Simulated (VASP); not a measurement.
Output of a VASP run:

File OSZICAR:
```
       N       E                     dE             d eps       ncg     rms          rms(c)
DAV:   1    -0.493837271034E+01   -0.49384E+01   -0.38185E+03   336   0.583E+02
DAV:   2    -0.148779944875E+02   -0.99396E+01   -0.98724E+01   304   0.858E+01
DAV:   3    -0.149566685297E+02   -0.78674E-01   -0.79013E-01   344   0.693E+00
DAV:   4    -0.149567071698E+02   -0.38640E-04   -0.38640E-04   336   0.166E-01
DAV:   5    -0.149567071762E+02   -0.63628E-08   -0.63247E-08   256   0.198E-03    0.646E+00
DAV:   6    -0.136410976428E+02    0.13156E+01   -0.72511E+00   256   0.182E+01    0.233E+00
DAV:   7    -0.135886712720E+02    0.52426E-01   -0.24992E-02   256   0.167E+00    0.137E+00
DAV:   8    -0.135605738262E+02    0.28097E-01   -0.20298E-02   256   0.181E+00    0.915E-02
DAV:   9    -0.135605594978E+02    0.14328E-04   -0.86970E-05   128   0.948E-02
   1 F= -.13560559E+02 E0= -.13560622E+02  d E =-.135606E+02
       N       E                     dE             d eps       ncg     rms          rms(c)
DAV:   1    -0.150920114762E+02   -0.15314E+01   -0.40010E+01   256   0.659E+01    0.943E+00
DAV:   2    -0.134411211370E+02    0.16509E+01   -0.92443E+00   256   0.232E+01    0.135E+00
DAV:   3    -0.134187795548E+02    0.22342E-01   -0.90792E-02   256   0.329E+00    0.605E-01
DAV:   4    -0.134074028536E+02    0.11377E-01   -0.65419E-03   264   0.780E-01    0.112E-01
DAV:   5    -0.134072947121E+02    0.10814E-03   -0.44178E-04   128   0.163E-01
   2 F= -.13407295E+02 E0= -.13407333E+02  d E =0.153265E+00
       N       E                     dE             d eps       ncg     rms          rms(c)
DAV:   1    -0.143025242824E+02   -0.89512E+00   -0.14497E+01   256   0.370E+01    0.577E+00
DAV:   2    -0.136740932079E+02    0.62843E+00   -0.37279E+00   256   0.144E+01    0.590E-01
DAV:   3    -0.136666673170E+02    0.74259E-02   -0.18031E-02   256   0.149E+00    0.288E-01
DAV:   4    -0.136626410839E+02    0.40262E-02   -0.21727E-03   256   0.468E-01    0.504E-02
DAV:   5    -0.136626227937E+02    0.18290E-04   -0.14214E-04   128   0.885E-02
   3 F= -.13662623E+02 E0= -.13662670E+02  d E =-.102063E+00
       N       E                     dE             d eps       ncg     rms          rms(c)
DAV:   1    -0.136629765345E+02   -0.33545E-03   -0.57091E-03   256   0.757E-01    0.118E-01
DAV:   2    -0.136627176343E+02    0.25890E-03   -0.15518E-03   128   0.292E-01
   4 F= -.13662718E+02 E0= -.13662764E+02  d E =-.102158E+00
```

### OUTCAR
```
------------------------ aborting loop because EDIFF is reached ----------------------------------------
  FORCE on cell =-STRESS in cart. coord.  units (eV):
  Direction    XX          YY          ZZ          XY          YZ          ZX
  --------------------------------------------------------------------------------------
  Total       -0.0058513     -0.0058513     -0.0058513      0.0000000      0.0000000     -0.0000000
  in kB       -0.5835607     -0.5835607     -0.5835607      0.0000000      0.0000000     -0.0000000
  external PRESSURE =      -0.5835607 kB  Pullay stress =       0.0000000 kB
  volume of cell :       16.06
      direct lattice vectors                 reciprocal lattice vectors
    -0.000000000  2.002698289  2.002698289    -0.249663168  0.249663168  0.249663168
     2.002698289 -0.000000000  2.002698289     0.249663168 -0.249663168  0.249663168
     2.002698289  2.002698289  0.000000000     0.249663168  0.249663168 -0.249663168
  FREE ENERGIE OF THE ION-ELECTRON SYSTEM (eV)
  ---------------------------------------------------
  free  energy   TOTEN  =       -13.6627176343 eV

  energy  without entropy=      -13.6628576796  energy(sigma->0) =      -13.66276432

 reached required accuracy - stopping structural energy minimisation
```
(Selected blocks of OUTCAR.)

**POSCAR**
```
MgO
1
    0.0000000000     2.0548500000     2.0548500000
    2.0548500000     0.0000000000     2.0548500000
    2.0548500000     2.0548500000     0.0000000000
Mg O
1 1
Direct
  0.0000000000   0.0000000000   0.0000000000
  0.5000000000   0.5000000000   0.5000000000
```

Question: Reconstruct the remaining input files.

Answer: One answer among several that fit: the input of the run itself, LDA (Ceperley-Alder, Perdew-Zunger), plane waves, VASP's LDA PAW potentials (set 64).

**KPOINTS**
```
Automatic
0
gamma
6 6 6
0 0 0
```

### INCAR
```
ALGO = Normal
EDIFF = 1E-03
EDIFFG = -0.01
ENCUT = 320
IBRION = 2
ISIF = 3
ISMEAR = 1
LASPH = T
LCHARG = F
LREAL = F
LWAVE = F
NELM = 100
NSW = 50
PREC = Accurate
SIGMA = 0.136
SYSTEM = MgO
```

POTCAR, in this order: Mg O (LDA.64 set). Program: vasp_std.

At this cut-off the stress carries a Pulay error, which pulls relaxed volumes low.  Energy and stress use the plane-wave basis of the starting cell.

The structure comes from a computed database's MgO entry; how it stands against other phases isn't given here. This run relaxes it. Symmetry was kept, so distortions that lower it aren't found. The k-mesh is coarse (spacing up to 0.45 per Å, 2π included), so the numbers may not be converged in it. The run is one of a series of settings (EDIFF = 1E-03, EDIFFG = -0.01, ENCUT = 320, GGA removed, IBRION = 2, ISIF = 3, ISMEAR = 1, NSW = 50, SIGMA = 0.136, KPOINTS 6×6×6 Γ-centred mesh, POTCAR Mg O (LDA.64 set) against the base run), some of them coarse on purpose.
